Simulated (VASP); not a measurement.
An input for Quantum ESPRESSO's pw.x (written as the equivalent of a VASP run, and not itself run):

```
&CONTROL
  calculation = 'vc-relax'
  pseudo_dir = './pseudo'
  outdir = './out'
  tprnfor = .true.
  tstress = .true.
  nstep = 40
  forc_conv_thr = 0.00078
/
&SYSTEM
  ibrav = 0
  nat = 1
  ntyp = 1
  ecutwfc = 56.6
  occupations = 'smearing'
  smearing = 'methfessel-paxton'
  degauss = 0.00735
  input_dft = 'pbesol'
/
&ELECTRONS
  conv_thr = 7.3e-08
  electron_maxstep = 100
/
&IONS
/
&CELL
  press = 200
/
ATOMIC_SPECIES
  Ba 137.327 Ba.upf
CELL_PARAMETERS angstrom
    -2.0591658    2.0591658    2.0591658
     2.0591658   -2.0591658    2.0591658
     2.0591658    2.0591658   -2.0591658
ATOMIC_POSITIONS crystal
  Ba   0.0000000  0.0000000  0.0000000
K_POINTS automatic
  12 12 12 0 0 0
```

Q: Translate this input to VASP (INCAR, KPOINTS, POSCAR, choice of POTCAR).

A: Several could match; the one computed here: 
**POSCAR**
```
Ba
1.0
 -2.0591658143   2.0591658143   2.0591658143
  2.0591658143  -2.0591658143   2.0591658143
  2.0591658143   2.0591658143  -2.0591658143
Ba
1
Cartesian
  0.0000000000   0.0000000000   0.0000000000
```

### INCAR
```
SYSTEM = Ba
PREC = Accurate; ENCUT = 500; LREAL = .FALSE.
LASPH = .TRUE.
EDIFF = 1E-6; NELM = 100; ALGO = Normal
LMAXMIX = 4
ISMEAR = 1; SIGMA = 0.1
GGA = PS
IBRION = 2; NSW = 40; ISIF = 3
EDIFFG = -0.02; PSTRESS = 200
LWAVE = .FALSE.; LCHARG = .FALSE.
```

### KPOINTS
```
Automatic mesh
0
Gamma
12 12 12
0 0 0
```

POTCAR, in this order: Ba_sv (PBE.64 set). Program: vasp_std.

Limits of the translation: the potentials are each code's own (VASP's PAW set, PseudoDojo norm-conserving files in pw.x), so ENCUT and ecutwfc are chosen apart and not converted; conv_thr bounds pw.x's estimated SCF error, while EDIFF bounds the energy change between steps; forc_conv_thr acts on force components and is met together with etot_conv_thr.

The compound is Ba in the bcc structure. This run relaxes it under an external pressure of 20 GPa. Symmetry was kept, so distortions that lower it aren't found.
